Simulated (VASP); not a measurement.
Crystal: TaAs.

```
Ta As
1.0
    -1.72181    1.72181    5.86794
     1.72181   -1.72181    5.86794
     1.72181    1.72181   -5.86794
Ta As
2 2
Direct
  0.49997 0.99997 0.50000
  0.74997 0.74997 0.00000
  0.08263 0.58263 0.50000
  0.33263 0.33263 0.00000
```

The cell is a database's computed one.

* Program: VASP 6.6.1
* Task: relaxation of cell and atoms
* Functional: LDA
* Potentials or basis: VASP PAW LDA potentials, release 64 (Ta_pv, As)
* Cutoff: 600 eV
* k mesh: 16 × 16 × 16
* Occupations: methfessel-paxton, width 0.1 eV
* Spin: no spin polarisation

At the start: pressure -6.6 GPa; volume 17.40 Å³/atom.

**Question.** Where does the relaxation end?

**Answer.** Over 11 steps the energy falls by 13.3 meV/atom and the volume is 16.78 Å³/atom (-3.6 %); space group I4_1md (No. 109, to 0.05 Å).

The path:
```csv
step,energy change (eV),largest force (eV/Å),pressure (GPa),volume (Å³)
1,0.0000,0.0196,-6.59,69.59
2,0.1670,0.0664,16.44,62.62
3,-0.0514,0.0332,-0.16,67.22
4,-0.0514,0.0335,-0.04,67.17
5,-0.0514,0.0338,0.11,67.12
6,-0.0527,0.0382,0.14,67.08
7,-0.0529,0.0403,0.15,67.07
8,-0.0529,0.0111,-0.28,67.20
9,-0.0530,0.0106,-0.11,67.15
10,-0.0530,0.0127,0.09,67.08
11,-0.0530,0.0001,0.01,67.11
```

Final structure:
```xyz
4
Lattice="-1.7058 1.7058 5.7661 1.7058 -1.7058 5.7661 1.7058 1.7058 -5.7661" Properties=species:S:1:pos:R:3 pbc="T T T"
Ta    0.0000    1.7058    0.0037
Ta    0.0000    0.0000    8.6529
As    1.7058    0.0000    0.9489
As    0.0000    0.0000    3.8320
```
